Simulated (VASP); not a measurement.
NbTe: relaxation of cell and atoms with PBE+D3(BJ)

Crystal: NbTe.

```
Te Nb
1.0
     3.70297    0.00000    0.00000
    -1.85149    3.20687    0.00000
     0.00000    0.00000    3.69421
Te Nb
1 1
Direct
  0.66667 0.33333 0.00000
  0.00000 0.00000 0.50000
```

The cell comes from a database or a generator and needn't be the stable form of this composition.

```
Program                : VASP 6.6.1
Task                   : relaxation of cell and atoms
Functional             : PBE
Dispersion             : D3(BJ)
Potentials or basis    : VASP PAW PBE potentials, release 64 (Te, Nb_sv)
Cutoff                 : 600 eV
k mesh                 : 8 × 8 × 6
Occupations            : fermi-dirac, width 0.05 eV
Spin                   : no spin polarisation
Ladder                 : gaps
Further INCAR settings : ALGO = Normal; EDIFF = 1e-06; IBRION = 2; EDIFFG = -0.01; NSW = 40; ISIF = 3
```

The relaxed volume is 20.85 Å³/atom and the relaxed cell is a = 3.616 Å, b = 3.616 Å, c = 3.682 Å, α = 90.00°, β = 90.00°, γ = 120.00°. The space group after relaxing (to 0.05 Å) is P-6m2 (No. 187) and the energy gained by relaxing is 20.5 meV/atom. The ionic steps are 8, the pressure after relaxing is 0.1 GPa and the band gap on the k mesh is none (metal or under the smearing width). The dispersion energy per atom is -0.669 eV.

The path:
| step | energy change (eV) | largest force (eV/Å) | pressure (GPa) | volume (Å³) |
| --- | --- | --- | --- | --- |
| 1 | 0.0000 | 0.0000 | -5.65 | 43.87 |
| 2 | 0.0445 | 0.0000 | 10.51 | 39.14 |
| 3 | -0.0376 | 0.0000 | -0.04 | 41.87 |
| 4 | -0.0376 | 0.0000 | 0.08 | 41.83 |
| 5 | -0.0406 | 0.0000 | 0.07 | 41.74 |
| 6 | -0.0409 | 0.0000 | 0.07 | 41.70 |
| 7 | -0.0410 | 0.0000 | 0.06 | 41.70 |
| 8 | -0.0410 | 0.0000 | 0.06 | 41.69 |

Final structure:
```
Te Nb
1.0
     3.61614    0.00000    0.00000
    -1.80807    3.13167    0.00000
     0.00000    0.00000    3.68157
Te Nb
1 1
Direct
  0.66667 0.33333 0.00000
  0.00000 0.00000 0.50000
```

Levels at points of the mesh, in eV from the Fermi level:
| k point | band 7 | band 8 | band 9 | band 10 | band 11 | band 12 | band 13 |
| --- | --- | --- | --- | --- | --- | --- | --- |
| (0.00, 0.00, 0.00) | -3.15 | -3.15 | -2.53 | 0.12 | 0.12 | 2.64 | 2.64 |
| (0.50, 0.00, 0.00) | -4.12 | -2.84 | -2.53 | -0.24 | 1.39 | 1.74 | 3.12 |
| (0.00, 0.00, 0.50) | -2.58 | -2.58 | -1.02 | -1.02 | 0.51 | 1.81 | 1.81 |
| (0.50, 0.00, 0.50) | -6.11 | -4.36 | -1.49 | 1.22 | 1.33 | 1.99 | 3.08 |

Run time: 86 s on 1 thread of Intel(R) Xeon(R) Platinum 8559C (Emerald Rapids), with other jobs on the host, peak memory 0.21 GiB.

Caveat: pairwise dispersion overbinds metals, which lowers pressure and volume. Spin-orbit coupling is left out, which matters for the levels of Te.
